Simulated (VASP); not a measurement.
# Al2GaP3 (Cc) in VASP: relaxation of cell and atoms with PBE

Aim: the relaxation of cell and atoms of Al2GaP3 with PBE.

Program: VASP 6.6.1. These are calculated values, not measurements. Logs are shortened: lines on timing, memory, paths and dates and some standing lists are left out, and cuts for length are marked.

## (1) The structure

It takes space group Cc (No. 9, monoclinic). The conventional cell has a = 6.746 Å, b = 11.678 Å, c = 6.741 Å, α = 90.00°, β = 109.49°, γ = 90.00°. Around Al (site symmetry 1) lie 4 P at 2.38 Å. Al (site symmetry 1) is surrounded by 4 P at 2.38 Å. Around Ga (site symmetry 1) lie 4 P at 2.38 to 2.39 Å. P (site symmetry 1) is surrounded by 3 Al at 2.38 Å and 1 Ga at 2.39 Å. P (site symmetry 1) is surrounded by 2 Ga at 2.38 to 2.39 Å and 2 Al at 2.38 Å. P (site symmetry 1) has 3 Al at 2.38 Å and 1 Ga at 2.39 Å as nearest neighbours.

The cell was built by a generator and needn't be a form met in nature.

## (2) Relaxation of cell and atoms, PBE

INCAR reads:

```
SYSTEM = Al2GaP3
PREC = Accurate
ENCUT = 520
EDIFF = 1E-6
ISMEAR = 0
SIGMA = 0.03
LREAL = .FALSE.
LASPH = .TRUE.
NELM = 120
ALGO = Normal
ISIF = 3
LWAVE = .FALSE.
LCHARG = .FALSE.
GGA = PE
IBRION = 2
NSW = 90
EDIFFG = -0.01
KPAR = 4
```

KPOINTS reads:

```
regular mesh
0
G
  6 6 4
  0 0 0
```

POSCAR reads:

```
Al2GaP3
1.0
    3.3730000000     -5.8390000000      0.0000000000
    3.3730000000      5.8390000000      0.0000000000
   -2.2490000000      0.0000000000      6.3550000000
Al Ga P
4 2 6
Direct
    0.4165805900      0.5833190600      0.0000000000
    0.7497942300      0.2498089500      0.0000000000
    0.5833190600      0.4165805900      0.5000000000
    0.2498089500      0.7497942300      0.5000000000
    0.0830704800      0.9165327000      0.0000000000
    0.9165327000      0.0830704800      0.5000000000
    0.7079296400      0.5413918700      0.8747443000
    0.0416072800      0.2085170100      0.8750590100
    0.3750355000      0.8748789500      0.8747443000
    0.5413918700      0.7079296400      0.3747443000
    0.2085170100      0.0416072800      0.3750590100
    0.8748789500      0.3750355000      0.3747443000
```

Potentials or basis: VASP PAW PBE potentials, release 64 (Al, Ga_d, P).

Run with:

```bash
$ cat potpaw_PBE.64/Al/POTCAR potpaw_PBE.64/Ga_d/POTCAR potpaw_PBE.64/P/POTCAR > POTCAR
$ mpirun -np 4 vasp_std > vasp.out
```

OUTCAR:

```text
SYSTEM = Al2GaP3
   PREC = Accurate
   ENCUT = 520
   EDIFF = 1E-6
   ISMEAR = 0
   LREAL = .FALSE.
   LASPH = .TRUE.
   NELM = 120
   ISIF = 3
   GGA = PE
   IBRION = 2
   NSW = 90
   EDIFFG = -0.01

 ion  position               nearest neighbor table
   1  0.417  0.583  0.000-  10 2.38   7 2.38   9 2.38   8 2.38
   2  0.750  0.250  0.000-  12 2.38   8 2.38   9 2.38   7 2.38
   3  0.583  0.417  0.500-   7 2.38  10 2.38  12 2.38  11 2.38
   4  0.250  0.750  0.500-   9 2.38  11 2.38  12 2.38  10 2.38
   5  0.083  0.917  0.000-  11 2.38   8 2.39   7 2.39   9 2.39
   6  0.917  0.083  0.500-   8 2.38  11 2.39  10 2.39  12 2.39
   7  0.708  0.541  0.875-   3 2.38   1 2.38   2 2.38   5 2.39
   8  0.042  0.209  0.875-   6 2.38   2 2.38   1 2.38   5 2.39
   9  0.375  0.875  0.875-   4 2.38   1 2.38   2 2.38   5 2.39
  10  0.541  0.708  0.375-   1 2.38   3 2.38   4 2.38   6 2.39
  11  0.209  0.042  0.375-   5 2.38   4 2.38   3 2.38   6 2.39
  12  0.875  0.375  0.375-   2 2.38   3 2.38   4 2.38   6 2.39

  LATTYP: Found a base centered monoclinic cell.
 ALAT       =     6.7460000000
 B/A-ratio  =     1.7310999111
 C/A-ratio  =     0.9992912001
 COS(beta)  =    -0.3336192146

  Lattice vectors:

 A1 = (   3.3730000000,  -5.8390000000,   0.0000000000)
 A2 = (   3.3730000000,   5.8390000000,   0.0000000000)
 A3 = (  -2.2490000000,   0.0000000000,   6.3550000000)

Analysis of symmetry for initial positions (statically):
=====================================================================
 Subroutine PRICEL returns:
 Original cell was already a primitive cell.

 Routine SETGRP: Setting up the symmetry group for a
 base centered monoclinic supercell.

 Subroutine GETGRP returns: Found  2 space group operations
 (whereof  1 operations were pure point group operations)
 out of a pool of  4 trial point group operations.

The static configuration has the point symmetry C_1 .
 The point group associated with its full space group is C_1h.

Analysis of symmetry for dynamics (positions and initial velocities):
=====================================================================
 Subroutine PRICEL returns:
 Original cell was already a primitive cell.

 Routine SETGRP: Setting up the symmetry group for a
 base centered monoclinic supercell.

 Subroutine GETGRP returns: Found  2 space group operations
 (whereof  1 operations were pure point group operations)
 out of a pool of  4 trial point group operations.
[... 129 lines left out ...]
   ISYM   =      2    0-nonsym 1-usesym 2-fastsym
   POTIM  = 0.5000    time-step for ionic-motion
   TEBEG  =    0.0;   TEEND  =   0.0 temperature during run
   PSTRESS=    0.0 pullay stress
   NELECT =      68.0000    total number of electrons
   NUPDOWN=      -1.0000    fix difference up-down
   EMIN   =  10.00;   EMAX   =-10.00  energy-range for DOS
   EFERMI =   0.00;   METHOD = LEGACY
   ISMEAR =     0;   SIGMA  =   0.03  broadening in eV -4-tet -1-fermi 0-gaus
   EFERMI_NEDOS =   21; number of points for ismear=-14 and -15
   IALGO  =     38    algorithm
   IMIX   =      4    mixing-type and parameters
     AMIX     =   0.40;   BMIX     =  1.00
     AMIX_MAG =   1.60;   BMIX_MAG =  1.00
  volume/ion in A,a.u.               =      20.86       140.77
  Fermi-wavevector in a.u.,A,eV,Ry     =   1.060257  2.003595 15.294910  1.124144
  Thomas-Fermi vector in A             =   2.195631
   LORBIT       =      0    0 simple, 1 ext, 2 COOP (PROOUT), +10 PAW based schemes
   GGA     = PE    functional components
   LHFCALC =     F    Hartree Fock is set to
   AEXX    =    0.0000 exact exchange contribution
   IVDW    =     0    specifies the selected vdW correction
   LEPSILON=     F    determine dielectric tensor
   LRPA    =     F    only Hartree local field effects (RPA)
 conjugate gradient relaxation of ions
 non-spin polarized calculation
 Gauss-broadening in eV      SIGMA  =   0.03
  energy-cutoff  :      520.00
  volume of cell :      250.32
 maximum number of plane-waves:      6778
   NGX = 25   NGY = 25   NGZ = 25

--------------------------------------- Ionic step        1  -------------------------------------------

 number of electron      68.0000021 magnetization

 Free energy of the ion-electron system (eV)
  ---------------------------------------------------
  ext. energy  EPLUGINS =         0.00000000
  ---------------------------------------------------
  free energy    TOTEN  =       -59.73422200 eV

  energy without entropy =      -59.73422200  energy(sigma->0) =      -59.73422200

------------------------ aborting loop because EDIFF is reached ----------------------------------------

  FORCE on cell =-STRESS in cart. coord.  units (eV):
  Direction    XX          YY          ZZ          XY          YZ          ZX
  --------------------------------------------------------------------------------------
  -------------------------------------------------------------------------------------
  Total       -0.0406351      0.0003903      0.1697335      0.0000000      0.0000000     -0.0041843
  in kB       -0.2600830      0.0024979      1.0863701      0.0000000      0.0000000     -0.0267813
  external PRESSURE =       0.2762617 kB  Pullay stress =       0.0000000 kB
[... 125 lines left out ...]
--------------------------------------- Ionic step        4  -------------------------------------------

 number of electron      68.0000021 magnetization

 Free energy of the ion-electron system (eV)
  ---------------------------------------------------
  ext. energy  EPLUGINS =         0.00000000
  ---------------------------------------------------
  free energy    TOTEN  =       -59.73482073 eV

  energy without entropy =      -59.73482073  energy(sigma->0) =      -59.73482073

 E-fermi :   4.5033     XC(G=0):  -9.3059

 val. band max:        4.3411738278   @ k =   0.0000   0.0000   0.0000
 cond. band min:       5.9993555593   @ k =   0.5000   0.5000  -0.0000
 fundamental gap:      1.6581817315
 Fermi energy:         4.5033183628

 k-point     1 :       0.0000    0.0000    0.0000
  band No.  band energies     occupation
      1      -9.9225      2.00000
      2      -9.9082      2.00000
      3      -9.8918      2.00000
      4      -9.8903      2.00000
      5      -9.8747      2.00000
      6      -9.8608      2.00000
[... 1045 lines left out ...]
     40       8.3515      0.00000
     41       8.4014      0.00000

 [... further k-points ...]

------------------------ aborting loop because EDIFF is reached ----------------------------------------

  FORCE on cell =-STRESS in cart. coord.  units (eV):
  Direction    XX          YY          ZZ          XY          YZ          ZX
  --------------------------------------------------------------------------------------
  -------------------------------------------------------------------------------------
  Total        0.0064050      0.0093287      0.0296567      0.0000000      0.0000000     -0.0014609
  in kB        0.0409782      0.0596836      0.1897400      0.0000000      0.0000000     -0.0093469
  external PRESSURE =       0.0968006 kB  Pullay stress =       0.0000000 kB
[... 27 lines left out ...]
  FREE ENERGIE OF THE ION-ELECTRON SYSTEM (eV)
  ---------------------------------------------------
  free  energy   TOTEN  =       -59.7348207311 eV

  energy  without entropy=      -59.7348207311  energy(sigma->0) =      -59.73482073

 reached required accuracy - stopping structural energy minimisation
```

Wall time 3.2 min (4 MPI ranks of AMD EPYC 9R45 (Zen 5), shared host); peak memory 0.62 GiB.

What came out:

| Item | Value |
| --- | --- |
| Free energy | -59.7348 eV |
| Relaxed volume | 20.87 Å³/atom |
| Relaxed cell | a = 6.744 Å, b = 6.744 Å, c = 6.744 Å, α = 99.60°, β = 99.60°, γ = 119.99° |
| Space group after relaxing (to 0.05 Å) | Cc (No. 9) |
| Energy gained by relaxing | 0.0 meV/atom |
| Ionic steps | 4 |
| Pressure after relaxing | 0.0 GPa |
| Largest force after relaxing | 0.005 eV/Å |
| Band gap on the k mesh | 1.66 eV, indirect (least direct gap 1.98 eV) |

Forces on the atoms (eV/Å):
```
Al   0.005 -0.001 -0.001
Al  -0.002  0.002 -0.001
Al   0.005  0.001 -0.001
Al  -0.002 -0.002 -0.001
Ga  -0.002 -0.003 -0.001
Ga  -0.002  0.003 -0.001
P    0.003  0.000  0.001
P   -0.001  0.002  0.001
P   -0.004  0.000  0.001
P    0.003  0.000  0.001
P   -0.001 -0.002  0.001
P   -0.004  0.000  0.001
```

The path:
| step | energy change (eV) | largest force (eV/Å) | pressure (GPa) | volume (Å³) |
| --- | --- | --- | --- | --- |
| 1 | 0.0000 | 0.0500 | 0.03 | 250.32 |
| 2 | -0.0005 | 0.0228 | -0.01 | 250.45 |
| 3 | -0.0005 | 0.0185 | -0.02 | 250.49 |
| 4 | -0.0006 | 0.0054 | 0.01 | 250.42 |

Final structure:
```
Al Ga P
1.0
     3.37219   -5.83998   -0.00022
     3.37219    5.83998   -0.00022
    -2.24887    0.00000    6.35816
Al Ga P
4 2 6
Direct
  0.41672 0.58341 0.99996
  0.74972 0.24979 0.99996
  0.58341 0.41672 0.49996
  0.24979 0.74972 0.49996
  0.08309 0.91665 0.99997
  0.91665 0.08309 0.49997
  0.70732 0.54066 0.87459
  0.04174 0.20911 0.87552
  0.37543 0.87483 0.87456
  0.54066 0.70732 0.37459
  0.20911 0.04174 0.37552
  0.87483 0.37543 0.37456
```

A k mesh can miss the band edges. PBE gaps usually lie below the measured ones, often by a third to a half.
